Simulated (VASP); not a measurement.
Input for VASP

POSCAR:
```
NaF
1.0
  0.0000000000   2.0938771455   2.0938771455
  2.0938771455   0.0000000000   2.0938771455
  2.0938771455   2.0938771455   0.0000000000
Na F
1 1
Cart
  0.0000000000   0.0000000000   0.0000000000
  2.0938771455   2.0938771455   2.0938771455
```

KPOINTS:
```
Automatic mesh
0
Gamma
10 10 10
0 0 0
```

### INCAR
```
EDIFFG = -0.01
IBRION = 2   # conjugate gradients
PSTRESS = 300   # kbar
EDIFF = 1E-7   # SCF stop (eV)
LWAVE = .False.
ISMEAR = 0
LASPH = .True.
ISIF = 3   # ions, shape and volume
SIGMA = 0.05   # width (eV)
LREAL = .False.
ENCUT = 600   # plane-wave cut-off (eV)
NSW = 40   # most ionic steps
NELM = 100   # most electronic steps
SYSTEM = NaF
PREC = Accurate
GGA = PS   # PBEsol
ALGO = Normal   # blocked Davidson
LCHARG = .False.
```

POTCAR, in this order: Na_pv F (PBE.64 set). Program: vasp_std.

Problem. Translate this PBEsol calculation to Ansatz.

Solution. One equivalent input (not run):
Ansatz 0.2 input:
```yaml
crystal:
  lattice:
    - [0.0000000, 2.0938771, 2.0938771]
    - [2.0938771, 0.0000000, 2.0938771]
    - [2.0938771, 2.0938771, 0.0000000]
  atoms:
    - { symbol: Na, position: [0.0000000, 0.0000000, 0.0000000] }
    - { symbol: F, position: [0.5000000, 0.5000000, 0.5000000] }
kpoints:
  mp_grid: { grid: [10, 10, 10] }
hamiltonian:
  xc: pbesol
  pseudopotentials: { kind: paw }
scf:
  occupations: { method: gaussian, width: 0.05 }
  max_iter: 100
relax:
  max_steps: 40
  f_tol: 0.01
  cell: { p_target: 30 }
output: { forces: true, stress: true, eigenvalues: true }
```
What does not carry over: each code has its own PAW files, so the cut-off isn't converted (ENCUT is set for VASP's; basis.ecutwfc is left out, and Ansatz then takes the one that its files recommend); Ansatz stops its SCF on the density residual and VASP on the energy change (EDIFF).

The compound is NaF in the rock salt structure. It was relaxed first under an external pressure of 30 GPa.
